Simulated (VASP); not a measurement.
VASP 6 on Cu, 4 atoms, PBE, 400 eV, 8×8×8 Γ-centred mesh, vasp_std. Each run had one machine to itself; times are medians of up to 6 turns, which differed by up to 2 %. Differences under about 10 % mean little, and other builds and machines will differ.

INCAR of the first run: PREC = Normal; ENCUT = 400; EDIFF = 1E-12; NELM = 9; ALGO = Normal; LREAL = Auto; LASPH = .TRUE.; ISMEAR = 1; SIGMA = 0.1; GGA = PE; LMAXMIX = 4; LWAVE = .FALSE.; LCHARG = .FALSE.; ISYM = 0; NELMIN = 9; KPAR = 1; NCORE = 1

Question: Which of these is fastest: 48 ranks, KPAR = 1, NCORE = 1; 48 ranks, KPAR = 1, NCORE = 4; 48 ranks, KPAR = 2, NCORE = 1; 48 ranks, KPAR = 2, NCORE = 4; 48 ranks, KPAR = 4, NCORE = 1; 48 ranks, KPAR = 4, NCORE = 4; 48 ranks, KPAR = 8, NCORE = 1; 48 ranks, KPAR = 16, NCORE = 1?

Answer: 48 ranks, KPAR = 16, NCORE = 1, at 0.19 s against 4.0 s for the slowest, 48 ranks, KPAR = 1, NCORE = 1.
| run | seconds an electronic step (mean of the last four of 9) |
|---|---|
| 48 ranks, KPAR = 1, NCORE = 1 | 4.0 |
| 48 ranks, KPAR = 1, NCORE = 4 | 1.4 |
| 48 ranks, KPAR = 2, NCORE = 1 | 1.5 |
| 48 ranks, KPAR = 2, NCORE = 4 | 0.59 |
| 48 ranks, KPAR = 4, NCORE = 1 | 0.44 |
| 48 ranks, KPAR = 4, NCORE = 4 | 0.34 |
| 48 ranks, KPAR = 8, NCORE = 1 | 0.24 |
| 48 ranks, KPAR = 16, NCORE = 1 | 0.19 |

Runs that failed, blew up or ran out of time are left out.

The cell is a supercell.
